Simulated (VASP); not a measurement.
# Tc3Sn (P-6m2) in VASP: equation of state

Aim: energy against volume of Tc3Sn in PBE, for its equilibrium volume and stiffness.

Program: VASP 6.6.1. These are calculated values, not measurements. Logs are shortened: lines on timing, memory, paths and dates and some standing lists are left out, and cuts for length are marked.

### 1 Starting point

Symmetry: P-6m2, No. 187, hexagonal system. Conventional cell: a = 2.942 Å, b = 2.942 Å, c = 8.633 Å, α = 90.00°, β = 90.00°, γ = 120.00°. Sn (site symmetry -6m2) is surrounded by 6 Tc at 2.83 Å and 6 Sn at 2.94 Å. Tc (site symmetry 3m) has 9 Tc at 2.67 to 2.94 Å and 3 Sn at 2.83 Å as nearest neighbours. Around Tc (site symmetry -6m2) lie 12 Tc at 2.67 to 2.94 Å.

The cell comes from a database or a generator and needn't be the stable form of this composition.

### 2 Equation of state, PBE, 15.20 Å³/atom (volume scaled by 0.94)

INCAR reads:

```
SYSTEM = Tc3Sn
PREC = Accurate ; ENCUT = 520
EDIFF = 1E-7 ; ISMEAR = -1
SIGMA = 0.05 ; LREAL = .False.
LASPH = .True. ; NELM = 100
ALGO = Normal ; ISIF = 2
LWAVE = .False. ; LCHARG = .False.
GGA = PE ; NBANDS = 34
```

KPOINTS reads:

```
regular mesh
0
Gamma
  10 10 3
  0 0 0
```

POSCAR reads:

```
Tc3Sn
1.0
    2.8815373418      0.0000000000      0.0000000000
   -1.4407686709      2.4954845399      0.0000000000
    0.0000000000      0.0000000000      8.4572047515
Sn Tc
1 3
Direct
    0.0000000000      0.0000000000      0.0000000000
    0.3333333333      0.6666666667      0.7382180000
    0.3333333333      0.6666666667      0.2617820000
    0.0000000000      0.0000000000      0.5000000000
```

Potentials or basis: VASP PAW PBE potentials, release 64 (Sn_d, Tc_pv).

The run is started by

```sh
$ cat potpaw_PBE.64/Sn_d/POTCAR potpaw_PBE.64/Tc_pv/POTCAR > POTCAR
$ mpirun -np 1 vasp_std > vasp.out
```

OUTCAR:

```text
SYSTEM = Tc3Sn
   PREC = Accurate
   ENCUT = 520
   EDIFF = 1E-7
   ISMEAR = -1
   LREAL = .False.
   LASPH = .True.
   NELM = 100
   ISIF = 2
   GGA = PE

 Found     28 irreducible k-points:

 Following reciprocal coordinates:
            Coordinates               Weight
  0.000000  0.000000  0.000000      1.000000
  0.100000  0.000000  0.000000      6.000000
  0.200000  0.000000  0.000000      6.000000
  0.300000  0.000000  0.000000      6.000000
  0.400000 -0.000000  0.000000      6.000000
  0.500000  0.000000  0.000000      3.000000
   k-points           NKPTS =     28   k-points in BZ     NKDIM =     28   number of bands    NBANDS=     34
   number of dos      NEDOS =    301   number of ions     NIONS =      4
   total plane-waves  NPLWV =  36864
   dimension x,y,z NGX =    24 NGY =   24 NGZ =   64
   dimension x,y,z NGXF=    48 NGYF=   48 NGZF=  128
   ions per type =               1   3
   NGX,Y,Z   is equivalent  to a cutoff of  13.85, 13.85, 12.58 a.u.
   NGXF,Y,Z  is equivalent  to a cutoff of  27.69, 27.69, 25.16 a.u.
 SYSTEM =  Tc3Sn
   PREC   = accura    normal or accurate (medium, high low for compatibility)
   ISTART =      0    job   : 0-new  1-cont  2-samecut
   ICHARG =      2    charge: 1-file 2-atom 10-const
   ISPIN  =      1    spin polarized calculation?
   LNONCOLLINEAR =      F non collinear calculations
   LSORBIT =      F    spin-orbit coupling
   LASPH  =      T    aspherical Exc in radial PAW
   ENCUT  =  520.0 eV  38.22 Ry    6.18 a.u.   5.36  5.36 15.72*2*pi/ulx,y,z
   NELM   =    100;   NELMIN=  2; NELMDL= -5     # of ELM steps
   EDIFF  = 0.1E-06   stopping-criterion for ELM
   LREAL  =      F    real-space projection
   EDIFFG = 0.1E-05   stopping-criterion for IOM
   NSW    =      0    number of steps for IOM
   IBRION =     -1    ionic relax: 0-MD 1-quasi-New 2-CG
   NFREE  =      0    steps in history (QN), initial steepest desc. (CG)
   ISIF   =      2    stress and relaxation
   ISYM   =      2    0-nonsym 1-usesym 2-fastsym
   POTIM  = 0.5000    time-step for ionic-motion
   TEBEG  =    0.0;   TEEND  =   0.0 temperature during run
   PSTRESS=    0.0 pullay stress
   NELECT =      53.0000    total number of electrons
   NUPDOWN=      -1.0000    fix difference up-down
   EMIN   =  10.00;   EMAX   =-10.00  energy-range for DOS
   EFERMI =   0.00;   METHOD = LEGACY
   ISMEAR =    -1;   SIGMA  =   0.05  broadening in eV -4-tet -1-fermi 0-gaus
   EFERMI_NEDOS =   21; number of points for ismear=-14 and -15
   IALGO  =     38    algorithm
   IMIX   =      4    mixing-type and parameters
     AMIX     =   0.40;   BMIX     =  1.00
     AMIX_MAG =   1.60;   BMIX_MAG =  1.00
  volume/ion in A,a.u.               =      15.20       102.60
  Fermi-wavevector in a.u.,A,eV,Ry     =   1.563741  2.955042 33.270130  2.445286
  Thomas-Fermi vector in A             =   2.666467
   LORBIT       =      0    0 simple, 1 ext, 2 COOP (PROOUT), +10 PAW based schemes
   GGA     = PE    functional components
   LHFCALC =     F    Hartree Fock is set to
   AEXX    =    0.0000 exact exchange contribution
   IVDW    =     0    specifies the selected vdW correction
   LEPSILON=     F    determine dielectric tensor
   LRPA    =     F    only Hartree local field effects (RPA)
 non-spin polarized calculation
  energy-cutoff  :      520.00
  volume of cell :       60.81
 maximum number of plane-waves:      1670
 NGX is ok and might be reduce to    24
   NGX = 11   NGY = 11   NGZ = 31

 number of electron      53.0000001 magnetization

 Free energy of the ion-electron system (eV)
  ---------------------------------------------------
  ext. energy  EPLUGINS =         0.00000000
  ---------------------------------------------------
  free energy    TOTEN  =       -33.91096279 eV

  energy without entropy =      -33.88762867  energy(sigma->0) =      -33.89929573

 E-fermi :  13.1772     XC(G=0): -13.4079

 val. band max:       13.1586188501   @ k =   0.3000   0.3000   0.3333
 cond. band min:      13.1783822491   @ k =   0.1000   0.1000   0.3333
 fundamental gap:      0.0197633990
 Fermi energy:        13.1772194304

 k-point     1 :       0.0000    0.0000    0.0000
  band No.  band energies     occupation
      1     -26.2057      2.00000
      2     -25.5929      2.00000
      3     -25.4499      2.00000
      4     -25.4499      2.00000
      5     -25.2646      2.00000
      6     -25.2646      2.00000
[... 26 lines left out ...]
     33      15.4115      0.00000
     34      18.8350      0.00000

 k-point     2 :       0.1000    0.0000    0.0000
  band No.  band energies     occupation
      1     -26.1834      2.00000
      2     -25.6597      2.00000
      3     -25.4710      2.00000
      4     -25.4416      2.00000
      5     -25.3395      2.00000
      6     -25.2783      2.00000
[... 26 lines left out ...]
     33      16.7123      0.00000
     34      19.0747      0.00000

 k-point     3 :       0.2000    0.0000    0.0000
  band No.  band energies     occupation
      1     -26.1300      2.00000
      2     -25.8133      2.00000
      3     -25.5241      2.00000
      4     -25.4901      2.00000
      5     -25.4898      2.00000
      6     -25.3139      2.00000
[... 26 lines left out ...]
     33      18.4373      0.00000
     34      18.4947      0.00000

 k-point     4 :       0.3000    0.0000    0.0000
  band No.  band energies     occupation
      1     -26.0936      2.00000
      2     -25.9921      2.00000
      3     -25.6397      2.00000
      4     -25.6043      2.00000
      5     -25.5866      2.00000
      6     -25.3576      2.00000
[... 26 lines left out ...]
     33      16.1014      0.00000
     34      19.9845      0.00000

 k-point     5 :       0.4000   -0.0000    0.0000
  band No.  band energies     occupation
      1     -26.1337      2.00000
      2     -26.1194      2.00000
      3     -25.7747      2.00000
      4     -25.6352      2.00000
      5     -25.6060      2.00000
      6     -25.3927      2.00000
[... 26 lines left out ...]
     33      16.1285      0.00000
     34      19.6566      0.00000

 k-point     6 :       0.5000    0.0000    0.0000
  band No.  band energies     occupation
      1     -26.1874      2.00000
      2     -26.1447      2.00000
      3     -25.8264      2.00000
      4     -25.6534      2.00000
      5     -25.5755      2.00000
      6     -25.4061      2.00000
[... 26 lines left out ...]
     33      17.7188      0.00000
     34      18.8445      0.00000

 [... further k-points ...]

------------------------ aborting loop because EDIFF is reached ----------------------------------------

  FORCE on cell =-STRESS in cart. coord.  units (eV):
  Direction    XX          YY          ZZ          XY          YZ          ZX
  --------------------------------------------------------------------------------------
  -------------------------------------------------------------------------------------
  Total        4.6637236      4.6637236      5.7300220      0.0000000      0.0000000      0.0000000
  in kB      122.8676088    122.8676088    150.9596528      0.0000000      0.0000000      0.0000000
  external PRESSURE =     132.2316235 kB  Pullay stress =       0.0000000 kB

 VOLUME and BASIS-vectors are now :
 -----------------------------------------------------------------------------
  energy-cutoff  :      520.00
  volume of cell :       60.81
      direct lattice vectors                 reciprocal lattice vectors
     2.881537342  0.000000000  0.000000000     0.347036974  0.200361890  0.000000000
    -1.440768671  2.495484540  0.000000000     0.000000000  0.400723781  0.000000000
     0.000000000  0.000000000  8.457204752     0.000000000  0.000000000  0.118242378

 POSITION                                       TOTAL-FORCE (eV/Angst)
 -----------------------------------------------------------------------------------
      0.00000      0.00000      0.00000         0.000000      0.000000      0.000000
     -0.00000      1.66366      6.24326        -0.000000      0.000000      0.168691
     -0.00000      1.66366      2.21394        -0.000000     -0.000000     -0.168691
      0.00000      0.00000      4.22860        -0.000000     -0.000000      0.000000
 -----------------------------------------------------------------------------------
    total drift:                                0.000000     -0.000000     -0.000000

  FREE ENERGIE OF THE ION-ELECTRON SYSTEM (eV)
  ---------------------------------------------------
  free  energy   TOTEN  =       -33.9109627894 eV

  energy  without entropy=      -33.8876286743  energy(sigma->0) =      -33.89929573
```

OSZICAR:

```text
N       E                     dE             d eps       ncg     rms          rms(c)
DAV:   1     0.757041611778E+03    0.75704E+03   -0.28911E+04  2016   0.217E+03
DAV:   2     0.228888027136E+02   -0.73415E+03   -0.71619E+03  2042   0.597E+02
DAV:   3    -0.338164824835E+02   -0.56705E+02   -0.54584E+02  2034   0.164E+02
DAV:   4    -0.359852815463E+02   -0.21688E+01   -0.21315E+01  2168   0.330E+01
DAV:   5    -0.360437152184E+02   -0.58434E-01   -0.58295E-01  2412   0.554E+00    0.281E+01
DAV:   6    -0.342880004245E+02    0.17557E+01   -0.48938E+00  1994   0.157E+01    0.972E+00
DAV:   7    -0.352969565795E+02   -0.10090E+01   -0.84781E+00  2052   0.216E+01    0.979E+00
DAV:   8    -0.339132355657E+02    0.13837E+01   -0.40375E+00  2034   0.121E+01    0.175E+00
DAV:   9    -0.339129801305E+02    0.25544E-03   -0.15845E-01  2124   0.228E+00    0.431E-01
DAV:  10    -0.339111161885E+02    0.18639E-02   -0.48921E-03  2240   0.505E-01    0.167E-01
DAV:  11    -0.339109583875E+02    0.15780E-03   -0.66980E-04  2168   0.231E-01    0.711E-02
DAV:  12    -0.339109639605E+02   -0.55730E-05   -0.88503E-05  2678   0.743E-02    0.274E-02
DAV:  13    -0.339109627167E+02    0.12438E-05   -0.11159E-05  2432   0.287E-02    0.791E-03
DAV:  14    -0.339109622242E+02    0.49248E-06   -0.10786E-06  2002   0.792E-03    0.222E-03
DAV:  15    -0.339109627928E+02   -0.56852E-06   -0.94703E-08  1082   0.317E-03    0.777E-04
DAV:  16    -0.339109627894E+02    0.34070E-08   -0.16820E-08  1022   0.113E-03
   1 F= -.33910963E+02 E0= -.33899296E+02  d E =-.233341E-01
```

stdout:

```text
POSCAR found type information on POSCAR SnTc
 POSCAR found :  2 types and       4 ions
 scaLAPACK will be used
 LDA part: xc-table for (Slater+PW92), standard interpolation
 POSCAR, INCAR and KPOINTS ok, starting setup
 FFT: planning ... GRIDC
 FFT: planning ... GRID_SOFT
 FFT: planning ... GRID
 WAVECAR not read
 entering main loop
```

It took 61 s on 1 thread of Intel Xeon Platinum 8488C (Sapphire Rapids), shared host; peak memory 0.2 GiB.

What came out:

| Item | Value |
| --- | --- |
| Free energy | -33.9110 eV |
| Pressure | 13.2 GPa |
| Largest force | 0.169 eV/Å |
| Band gap on the k mesh | none (metal or under the smearing width) |

### 3 Equation of state, PBE, 15.53 Å³/atom (volume scaled by 0.96)

INCAR reads:

```
PREC = Accurate
ENCUT = 520
EDIFF = 1E-7
ISMEAR = -1
SIGMA = 0.05
LREAL = F
LASPH = T
NELM = 100
ALGO = Normal
ISIF = 2
LWAVE = F
LCHARG = F
GGA = PE
NBANDS = 34
```

KPOINTS reads:

```
regular mesh
0
Gamma
  10 10 3
```

POSCAR reads:

```
Tc3Sn
1.0
    2.9018305268      0.0000000000      0.0000000000
   -1.4509152634      2.5130589537      0.0000000000
    0.0000000000      0.0000000000      8.5167644938
Sn Tc
1 3
Direct
    0.0000000000      0.0000000000      0.0000000000
    0.3333333333      0.6666666667      0.7382180000
    0.3333333333      0.6666666667      0.2617820000
    0.0000000000      0.0000000000      0.5000000000
```

Potentials or basis: VASP PAW PBE potentials, release 64 (Sn_d, Tc_pv).

The run is started by

```sh
$ cat potpaw_PBE.64/Sn_d/POTCAR potpaw_PBE.64/Tc_pv/POTCAR > POTCAR
$ mpirun -np 1 vasp_std > vasp.out
```

Run time: 60 s. Hardware: 1 thread of Intel Xeon Platinum 8488C (Sapphire Rapids), shared host; peak memory 0.21 GiB.

Results (log left out):

```yaml
Free_energy: -33.9955 eV
Pressure: 7.5 GPa
Largest_force: 0.070 eV/Å
Band_gap_on_the_k_mesh: none (metal or under the smearing width)
```

### 4 Equation of state, PBE, 15.85 Å³/atom (volume scaled by 0.98)

INCAR reads:

```
SYSTEM = Tc3Sn
PREC = Accurate
ENCUT = 520
EDIFF = 1E-7
ISMEAR = -1
SIGMA = 0.05
LREAL = .FALSE.
LASPH = .TRUE.
NELM = 60
ALGO = Normal
ISIF = 2
LWAVE = .FALSE.
LCHARG = .FALSE.
GGA = PE
NBANDS = 34
```

KPOINTS reads:

```
Automatic mesh
0
G
  10 10 3
  0 0 0
```

POSCAR reads:

```
Tc3Sn
1.0
    2.9218437836      0.0000000000      0.0000000000
   -1.4609218918      2.5303909425      0.0000000000
    0.0000000000      0.0000000000      8.5755026568
Sn Tc
1 3
Direct
    0.0000000000      0.0000000000      0.0000000000
    0.3333333333      0.6666666667      0.7382180000
    0.3333333333      0.6666666667      0.2617820000
    0.0000000000      0.0000000000      0.5000000000
```

The run is started by

```sh
$ cat potpaw_PBE.64/Sn_d/POTCAR potpaw_PBE.64/Tc_pv/POTCAR > POTCAR
$ mpirun -np 1 vasp_std > vasp.out
```

Wall time 61 s (1 thread of Intel Xeon Platinum 8488C (Sapphire Rapids), shared host); peak memory 0.21 GiB.

Results (log left out):

```yaml
Free_energy: -34.0362 eV
Pressure: 2.4 GPa
Largest_force: 0.024 eV/Å
Band_gap_on_the_k_mesh: none (metal or under the smearing width)
```

### 5 Equation of state, PBE, 16.50 Å³/atom (volume scaled by 1.02)

INCAR reads:

```
SYSTEM = Tc3Sn
PREC = Accurate ; ENCUT = 520
EDIFF = 1E-7 ; ISMEAR = -1
SIGMA = 0.05 ; LREAL = .False.
LASPH = .True. ; NELM = 100
ALGO = Normal ; ISIF = 2
LWAVE = .False. ; LCHARG = .False.
GGA = PE ; NBANDS = 34
```

KPOINTS reads:

```
regular mesh
0
Gamma
  10 10 3
  0 0 0
```

POSCAR reads:

```
Tc3Sn
1.0
    2.9610678437      0.0000000000      0.0000000000
   -1.4805339219      2.5643599749      0.0000000000
    0.0000000000      0.0000000000      8.6906238120
Sn Tc
1 3
Direct
    0.0000000000      0.0000000000      0.0000000000
    0.3333333333      0.6666666667      0.7382180000
    0.3333333333      0.6666666667      0.2617820000
    0.0000000000      0.0000000000      0.5000000000
```

The run is started by

```sh
$ cat potpaw_PBE.64/Sn_d/POTCAR potpaw_PBE.64/Tc_pv/POTCAR > POTCAR
$ mpirun -np 1 vasp_std > vasp.out
```

Wall time 66 s (1 thread of Intel Xeon Platinum 8488C (Sapphire Rapids), shared host); peak memory 0.21 GiB.

It converged, with:

* Free energy: -34.0047 eV
* Pressure: -6.3 GPa
* Largest force: 0.196 eV/Å
* Band gap on the k mesh: none (metal or under the smearing width)

### 6 Equation of state, PBE, 16.82 Å³/atom (volume scaled by 1.04)

INCAR reads:

```
PREC = Accurate
ENCUT = 520
EDIFF = 1E-7
ISMEAR = -1
SIGMA = 0.05
LREAL = False
LASPH = True
NELM = 60
ALGO = Normal
ISIF = 2
LWAVE = False
LCHARG = False
GGA = PE
NBANDS = 34
```

KPOINTS reads:

```
Automatic mesh
0
Gamma
  10 10 3
```

POSCAR reads:

```
Tc3Sn
1.0
    2.9802960957      0.0000000000      0.0000000000
   -1.4901480479      2.5810121297      0.0000000000
    0.0000000000      0.0000000000      8.7470580154
Sn Tc
1 3
Direct
    0.0000000000      0.0000000000      0.0000000000
    0.3333333333      0.6666666667      0.7382180000
    0.3333333333      0.6666666667      0.2617820000
    0.0000000000      0.0000000000      0.5000000000
```

Potentials or basis: VASP PAW PBE potentials, release 64 (Sn_d, Tc_pv).

The run is started by

```sh
$ cat potpaw_PBE.64/Sn_d/POTCAR potpaw_PBE.64/Tc_pv/POTCAR > POTCAR
$ mpirun -np 1 vasp_std > vasp.out
```

Run time: 57 s. Hardware: 1 thread of Intel Xeon Platinum 8488C (Sapphire Rapids), shared host; peak memory 0.21 GiB.

The run converged. Its results:

- Free energy: -33.9406 eV
- Pressure: -9.9 GPa
- Largest force: 0.275 eV/Å
- Band gap on the k mesh: none (metal or under the smearing width)

### 7 Equation of state, PBE, 17.14 Å³/atom (volume scaled by 1.06)

INCAR reads:

```
SYSTEM = Tc3Sn
PREC = Accurate
ENCUT = 520
EDIFF = 1E-7
ISMEAR = -1
SIGMA = 0.05
LREAL = .FALSE.
LASPH = .TRUE.
NELM = 80
ALGO = Normal
ISIF = 2
LWAVE = .FALSE.
LCHARG = .FALSE.
GGA = PE
NBANDS = 34
```

KPOINTS reads:

```
Automatic mesh
0
G
  10 10 3
  0 0 0
```

POSCAR reads:

```
Tc3Sn
1.0
    2.9992793852      0.0000000000      0.0000000000
   -1.4996396926      2.5974521406      0.0000000000
    0.0000000000      0.0000000000      8.8027732629
Sn Tc
1 3
Direct
    0.0000000000      0.0000000000      0.0000000000
    0.3333333333      0.6666666667      0.7382180000
    0.3333333333      0.6666666667      0.2617820000
    0.0000000000      0.0000000000      0.5000000000
```

The run is started by

```sh
$ cat potpaw_PBE.64/Sn_d/POTCAR potpaw_PBE.64/Tc_pv/POTCAR > POTCAR
$ mpirun -np 1 vasp_std > vasp.out
```

Run time: 41 s. Hardware: 1 thread of Intel Xeon Platinum 8488C (Sapphire Rapids), shared host; peak memory 0.21 GiB.

The run converged. Its results:

```yaml
Free_energy: -33.8488 eV
Pressure: -13.1 GPa
Largest_force: 0.349 eV/Å
Band_gap_on_the_k_mesh: none (metal or under the smearing width)
```

### 8 Equation of state, PBE

Potentials or basis: VASP PAW PBE potentials, release 64 (Sn_d, Tc_pv).

This step only gathers the single runs of the series.

Results:

| Item | Value |
| --- | --- |
| Equilibrium volume | 16.03 Å³/atom |
| Bulk modulus at fixed shape and positions | 225 GPa |
| Pressure derivative of the bulk modulus | 4.7 |

Energy against volume, from the lowest point:
```
volume (Å³/atom)  energy (meV/atom)
          15.204              31.73
          15.527              10.60
          15.851               0.42
          16.174               0.00
          16.498               8.29
          16.821              24.32
          17.144              47.27
```

Caveat: the cell was scaled at fixed shape and fractional positions, which overstates the stiffness of a crystal with free parameters, most of all of layers and chains.
